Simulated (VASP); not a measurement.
A VASP calculation is set up with these files.

KPOINTS:
```
Automatic mesh
0
Gamma
15 15 15
0 0 0
```

POSCAR:
```
Sn
5.8445950
 -0.5000000263   0.5000000263   0.2717509125
  0.5000000263  -0.5000000263   0.2717509125
  0.5000000263   0.5000000263  -0.2717509125
Sn
2
Cartesian
  0.5000000263   0.0000000000   0.1358754563
  0.0000000000   1.0000000526   0.0000000000
```

**INCAR**
```
LMAXMIX=4
LCHARG=.True.
PREC=Accurate
NEDOS=601   ! DOS grid
IVDW=13   ! D4
GGA=PE
ENCUT=520   ! plane-wave cut-off (eV)
NELM=100
SYSTEM=Sn
LORBIT=11   ! lm-projected
LWAVE=.False.
LASPH=.True.
EDIFF=1E-7   ! SCF stop (eV)
ALGO=Normal
LREAL=.False.   ! projection in real space or not
ISMEAR=-5   ! tetrahedra, Bloechl
ISIF=2   ! forces and stress, cell fixed
```

POTCAR, in this order: Sn_d (PBE.64 set). Program: vasp_std.

Question: Translate this PBE-D4 calculation to Ansatz.

Answer: One equivalent input (not run):
Ansatz 0.2 input:
```yaml
crystal:
  lattice:
    - [-2.9222977, 2.9222977, 1.5882740]
    - [2.9222977, -2.9222977, 1.5882740]
    - [2.9222977, 2.9222977, -1.5882740]
  atoms:
    - { symbol: Sn, position: [0.2500000, 0.7500000, 0.5000000] }
    - { symbol: Sn, position: [1.0000000, 0.0000000, 1.0000000] }
kpoints:
  mp_grid: { grid: [15, 15, 15] }
hamiltonian:
  xc: pbe
  dispersion: d4
  pseudopotentials: { kind: paw }
scf:
  occupations: { method: tetrahedron }
  max_iter: 100
output: { forces: true, stress: true, eigenvalues: true }
```
Limits of the translation: each code has its own PAW files, so the cut-off isn't converted (ENCUT is set for VASP's; basis.ecutwfc is left out, and Ansatz then takes the one that its files recommend); Ansatz stops its SCF on the density residual and VASP on the energy change (EDIFF).

The compound is Sn in the beta structure. It was relaxed first.
